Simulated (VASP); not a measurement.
Input:

```
ScC
1.0
    0.00000     2.29960     2.29960
    2.29960     0.00000     2.29960
    2.29960     2.29960     0.00000
Sc C
1 1
Direct
  0.00000   0.00000   0.00000
  0.50000   0.50000   0.50000
```

Computed with LDA (Ceperley-Alder, Perdew-Zunger) with spin-orbit coupling, VASP's LDA PAW potentials (set 64) (plane waves; VASP). Numerical set-up: 520 eV cut-off, 12×12×12 Γ-centred mesh, Gaussian smearing of 0.050 eV, potentials Sc_sv C.

Question: Estimate the energy per atom (σ→0), band gap (over mesh and band path) with the smallest direct gap where there is one.

Answer: 
| Item | Result |
|---|---|
| band gap (over mesh and band path) | none (metal, semimetal or under 0.01 eV) |
| energy per atom (σ→0) | -8.632 eV/atom |

Only differences to runs with the same potentials and settings are physical.

The structure comes from a computed database's ScC entry (Fm-3m); how it stands against other phases isn't given here. It was relaxed first, which changed the volume by -5 %.
